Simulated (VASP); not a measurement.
Consider the following.

```
Si
1.0
    3.83318     0.00000     0.00000
   -1.91659     3.31963     0.00000
    0.00000     0.00000     6.33162
Si
4
Direct
  0.33333   0.66667   0.06283
  0.66667   0.33333   0.56283
  0.66667   0.33333   0.93717
  0.33333   0.66667   0.43717
```

Calculation: r2SCAN meta-GGA, VASP's PBE PAW potentials (set 64) (plane waves; VASP 6.6.1). Run with 400 eV cut-off, 8×8×4 Γ-centred mesh, tetrahedra with Blöchl corrections, potentials Si.

Question: Give the energies of bands 3 to 11 at the high-symmetry points, in eV from the valence-band maximum.

Answer: 
```tsv
band	Γ	M	K	A	L	H
3	-7.51	-7.95	-6.85	-4.37	-7.56	-7.73
4	-1.61	-6.22	-6.85	-4.37	-7.56	-7.73
5	-1.61	-4.85	-5.40	-0.98	-2.56	-4.67
6	-0.35	-3.22	-3.73	-0.98	-2.56	-4.67
7	0.00	-3.09	-3.72	-0.98	-2.55	-2.10
8	0.00	-1.52	-3.48	-0.98	-2.55	-2.10
9	1.36	0.62	1.01	2.14	1.16	1.85
10	2.17	2.66	5.75	2.14	1.16	1.85
11	2.17	3.26	5.83	3.21	1.91	3.91
```

The gap is indirect, 0.62 eV, from the valence maximum at Γ to the conduction minimum at M.

The structure was generated: Si was put into the lonsdaleite type (P6_3/mmc), which need not be its known phase. It was relaxed first, which changed the volume by +16 %.
